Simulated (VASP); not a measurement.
Output of a VASP run:

OUTCAR:
```
 ion  position               nearest neighbor table
   1  0.500  0.500  0.500-   2 2.48   2 2.48   2 2.48   2 2.48   2 2.48   2 2.48   2 2.48   2 2.48
  LATTYP: Found a simple cubic cell.
 ALAT       =     2.8694015729
 Subroutine PRICEL returns:
 Original cell was already a primitive cell.
 Subroutine GETGRP returns: Found 48 space group operations
The static configuration has the point symmetry O_h .
The dynamic configuration has the point symmetry O_h .
 Subroutine INISYM returns: Found 48 space group operations
 Subroutine IBZKPT returns following result:
 Found     84 irreducible k-points:

 Following reciprocal coordinates:
            Coordinates               Weight
  0.000000  0.000000  0.000000      1.000000
  0.076923  0.000000  0.000000      6.000000
  0.153846  0.000000  0.000000      6.000000
  0.230769  0.000000  0.000000      6.000000
  0.307692  0.000000  0.000000      6.000000
  0.384615  0.000000  0.000000      6.000000
  0.461538  0.000000  0.000000      6.000000
  0.076923  0.076923  0.000000     12.000000
  0.153846  0.076923  0.000000     24.000000
  0.230769  0.076923  0.000000     24.000000
  0.307692  0.076923  0.000000     24.000000
  0.384615  0.076923  0.000000     24.000000
  0.461538  0.076923  0.000000     24.000000
  0.153846  0.153846  0.000000     12.000000
  0.230769  0.153846  0.000000     24.000000
  0.307692  0.153846  0.000000     24.000000
  0.384615  0.153846  0.000000     24.000000
  0.461538  0.153846  0.000000     24.000000
  0.230769  0.230769  0.000000     12.000000
  0.307692  0.230769  0.000000     24.000000
  0.384615  0.230769  0.000000     24.000000
  0.461538  0.230769  0.000000     24.000000
  0.307692  0.307692  0.000000     12.000000
  0.384615  0.307692  0.000000     24.000000
  0.461538  0.307692  0.000000     24.000000
  0.384615  0.384615  0.000000     12.000000
  0.461538  0.384615  0.000000     24.000000
  0.461538  0.461538  0.000000     12.000000
  0.076923  0.076923  0.076923      8.000000
  0.153846  0.076923  0.076923     24.000000
  0.230769  0.076923  0.076923     24.000000
  0.307692  0.076923  0.076923     24.000000
  0.384615  0.076923  0.076923     24.000000
  0.461538  0.076923  0.076923     24.000000
  0.153846  0.153846  0.076923     24.000000
  0.230769  0.153846  0.076923     48.000000
  0.307692  0.153846  0.076923     48.000000
  0.384615  0.153846  0.076923     48.000000
  0.461538  0.153846  0.076923     48.000000
  0.230769  0.230769  0.076923     24.000000
   k-points           NKPTS =     84   k-points in BZ     NKDIM =     84   number of bands    NBANDS=     15
   number of dos      NEDOS =    301   number of ions     NIONS =      2
   total plane-waves  NPLWV =  13824
   dimension x,y,z NGX =    24 NGY =   24 NGZ =   24
   dimension x,y,z NGXF=    48 NGYF=   48 NGZF=   48
   ions per type =               1   1
   PREC   = accura    normal or accurate (medium, high low for compatibility)
   ISTART =      0    job   : 0-new  1-cont  2-samecut
   ICHARG =      2    charge: 1-file 2-atom 10-const
   ISPIN  =      1    spin polarized calculation?
   LNONCOLLINEAR =      F non collinear calculations
   LSORBIT =      F    spin-orbit coupling
   INIWAV =      1    electr: 0-lowe 1-rand  2-diag
   ENCUT  =  500.0 eV  36.75 Ry    6.06 a.u.   5.23  5.23  5.23*2*pi/ulx,y,z
   NELM   =    100;   NELMIN=  2; NELMDL= -5     # of ELM steps
   EDIFF  = 0.1E-05   stopping-criterion for ELM
   LREAL  =      F    real-space projection
   NLSPLINE    = F    spline interpolate recip. space projectors
   LMAXMIX     =    4 max onsite mixed and CHGCAR
   VOSKOWN=      0    Vosko Wilk Nusair interpolation
   EDIFFG = -.2E-01   stopping-criterion for IOM
   NSW    =     40    number of steps for IOM
   NBLOCK =      1;   KBLOCK =     40    inner block; outer block
   IBRION =      2    ionic relax: 0-MD 1-quasi-New 2-CG
   NFREE  =      1    steps in history (QN), initial steepest desc. (CG)
...
```

### OSZICAR
```
       N       E                     dE             d eps       ncg     rms          rms(c)
DAV:   1     0.107455257139E+03    0.10746E+03   -0.11428E+04  2664   0.255E+03
DAV:   2    -0.503405979976E+01   -0.11249E+03   -0.10987E+03  2520   0.327E+02
DAV:   3    -0.801835027135E+01   -0.29843E+01   -0.29779E+01  3094   0.729E+01
DAV:   4    -0.803983353327E+01   -0.21483E-01   -0.21482E-01  2919   0.547E+00
DAV:   5    -0.804012384542E+01   -0.29031E-03   -0.29031E-03  3463   0.666E-01    0.104E+01
DAV:   6    -0.771928704661E+01    0.32084E+00   -0.17830E+01  2741   0.118E+02    0.592E+00
DAV:   7    -0.680524312100E+01    0.91404E+00   -0.40468E+00  2740   0.116E+02    0.261E+00
DAV:   8    -0.680158104955E+01    0.36621E-02   -0.19070E-01  3112   0.602E+00    0.140E+00
DAV:   9    -0.678948726351E+01    0.12094E-01   -0.17580E-02  3321   0.341E+00    0.963E-02
DAV:  10    -0.678943751315E+01    0.49750E-04   -0.62280E-04  3939   0.401E-01    0.332E-02
DAV:  11    -0.678944057817E+01   -0.30650E-05   -0.34712E-05  3265   0.205E-01    0.833E-03
DAV:  12    -0.678944078502E+01   -0.20685E-06   -0.54668E-06  2954   0.695E-02
   1 F= -.67894408E+01 E0= -.67891896E+01  d E =-.678944E+01
       N       E                     dE             d eps       ncg     rms          rms(c)
DAV:   1    -0.684025623058E+01   -0.50816E-01   -0.69415E-01  2520   0.211E+01    0.172E+00
DAV:   2    -0.680643776727E+01    0.33818E-01   -0.36276E-01  2534   0.166E+01    0.765E-01
DAV:   3    -0.679273816511E+01    0.13700E-01   -0.91894E-02  2592   0.993E+00    0.477E-01
DAV:   4    -0.679029206769E+01    0.24461E-02   -0.53746E-03  3433   0.234E+00    0.185E-01
DAV:   5    -0.678959045726E+01    0.70161E-03   -0.53717E-04  4154   0.437E-01    0.124E-02
DAV:   6    -0.678958962184E+01    0.83541E-06   -0.33153E-05  3498   0.121E-01    0.501E-03
DAV:   7    -0.678959024434E+01   -0.62250E-06   -0.62706E-07  1738   0.217E-02
   2 F= -.67895902E+01 E0= -.67892998E+01  d E =-.149459E-03
       N       E                     dE             d eps       ncg     rms          rms(c)
DAV:   1    -0.680077558288E+01   -0.11186E-01   -0.14634E-01  2520   0.958E+00    0.809E-01
DAV:   2    -0.679375704731E+01    0.70185E-02   -0.82648E-02  2534   0.795E+00    0.368E-01
DAV:   3    -0.679049882366E+01    0.32582E-02   -0.20365E-02  2592   0.491E+00    0.213E-01
DAV:   4    -0.679001721934E+01    0.48160E-03   -0.11288E-03  3511   0.103E+00    0.847E-02
DAV:   5    -0.678986911478E+01    0.14810E-03   -0.10498E-04  4181   0.193E-01    0.496E-03
DAV:   6    -0.678986923746E+01   -0.12268E-06   -0.55036E-06  2938   0.420E-02
   3 F= -.67898692E+01 E0= -.67895964E+01  d E =-.428452E-03
```

File OUTCAR:
```
------------------------ aborting loop because EDIFF is reached ----------------------------------------
  FORCE on cell =-STRESS in cart. coord.  units (eV):
  Direction    XX          YY          ZZ          XY          YZ          ZX
  --------------------------------------------------------------------------------------
  Total       -0.0102481     -0.0102481     -0.0102481      0.0000000      0.0000000     -0.0000000
  in kB       -0.6908409     -0.6908409     -0.6908409      0.0000000      0.0000000     -0.0000000
  external PRESSURE =      -0.6908409 kB  Pullay stress =       0.0000000 kB
  volume of cell :       23.77
      direct lattice vectors                 reciprocal lattice vectors
     2.875134672  0.000000000 -0.000000000     0.347809795  0.000000000 -0.000000000
    -0.000000000  2.875134672  0.000000000    -0.000000000  0.347809795 -0.000000000
     0.000000000  0.000000000  2.875134672     0.000000000 -0.000000000  0.347809795
 POSITION                                       TOTAL-FORCE (eV/Angst)
 -----------------------------------------------------------------------------------
      1.43757      1.43757      1.43757        -0.000000      0.000000      0.000000
      0.00000      0.00000      0.00000         0.000000     -0.000000      0.000000
 -----------------------------------------------------------------------------------
    total drift:                                0.000000      0.000000     -0.000000
  FREE ENERGIE OF THE ION-ELECTRON SYSTEM (eV)
  ---------------------------------------------------
  free  energy   TOTEN  =        -6.7898692375 eV

  energy  without entropy=       -6.7890505960  energy(sigma->0) =       -6.78959636

 reached required accuracy - stopping structural energy minimisation
```
(Selected blocks of OUTCAR.)

### POSCAR
```
CuZn
1
    2.8694015729    -0.0000000000     0.0000000000
    0.0000000000     2.8694015729     0.0000000000
   -0.0000000000     0.0000000000     2.8694015729
Zn Cu
1 1
Direct
  0.5000000000   0.5000000000   0.5000000000
  0.0000000000   0.0000000000   0.0000000000
```

**Question.** Reconstruct the remaining input files.

**Answer.** This is not unique; one that fits is the input of the run itself, LDA (Ceperley-Alder, Perdew-Zunger), plane waves, VASP's LDA PAW potentials (set 64).

KPOINTS:
```
Regular mesh
0
gamma
  13 13 13
```

### INCAR
```
SYSTEM  =  CuZn
PREC  =  Accurate; ENCUT  =  500; LREAL  =  F
LASPH  =  T
EDIFF  =  1E-6; NELM  =  100; ALGO  =  Normal
LMAXMIX  =  4
ISMEAR  =  1; SIGMA  =  0.1
IBRION  =  2; NSW  =  40; ISIF  =  3
EDIFFG  =  -0.02
LWAVE  =  F; LCHARG  =  F
```

POTCAR, in this order: Zn Cu (LDA.64 set). Program: vasp_std.

The compound is CuZn in the CsCl type structure. This run relaxes it. Symmetry was kept, so distortions that lower it aren't found. The electron count is odd and the run is not spin-polarised, which forces a metal.
